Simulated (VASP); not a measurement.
Data:

```
LaRbS2
1.0
    2.13446     1.23233     7.54185
   -2.13446     1.23233     7.54185
    0.00000    -2.46466     7.54185
Rb La S
1 1 2
Direct
  0.00000   0.00000   0.00000
  0.50000   0.50000   0.50000
  0.76701   0.76701   0.76701
  0.23299   0.23299   0.23299
```

These are PBEsol GGA, VASP's PBE PAW potentials (set 64) (plane waves; VASP) values and carry that method's errors. Numerical set-up: 400 eV cut-off, 7×7×7 Γ-centred mesh, tetrahedra with Blöchl corrections, potentials Rb_sv La S.

The cores are frozen, which limits the accuracy of field gradients.

Question: Give the principal components of the electric field gradient (V/Å²) and the asymmetry η at each nucleus.

Answer: 
```
atom    Vxx    Vyy    Vzz     η
----  -----  -----  -----  ----
Rb1    18.0   18.0  -36.0  0.00
La2   -33.8  -33.8   67.5  0.00
S3     -2.5   -2.5    5.1  0.00
S4     -2.5   -2.5    5.1  0.00
```

The structure comes from a computed database's RbLaS2 entry (R-3m); how it stands against other phases isn't given here. It was relaxed first.
